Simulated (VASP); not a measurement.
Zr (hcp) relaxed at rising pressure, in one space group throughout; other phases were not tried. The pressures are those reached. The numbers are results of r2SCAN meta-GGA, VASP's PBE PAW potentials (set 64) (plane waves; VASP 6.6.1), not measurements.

```tsv
P (GPa)	V (Å³/atom)	k-mesh
0.04	23.505	13×13×7
5.06	22.377	13×13×7
10.02	21.454	13×13×7
19.99	19.931	14×14×8
29.99	18.705	14×14×8
```

A change of mesh leaves a small step in the series.

Q: Fit an equation of state and predict the volume at 44.98 GPa.

A: Least squares on the third-order Birch-Murnaghan form, P = (3B0/2)(y⁷ − y⁵)[1 + (3/4)(B′ − 4)(y² − 1)] with y = (V0/V)^(1/3), gives V0 = 23.509 Å³/atom, B0 = 96 GPa and B′ = 2.9, and so 17.235 Å³/atom. The run gave 17.271 Å³/atom, +0.2 % from the fit.

Pressures at which the relaxation failed are left out.

The compound is Zr in the hcp structure.
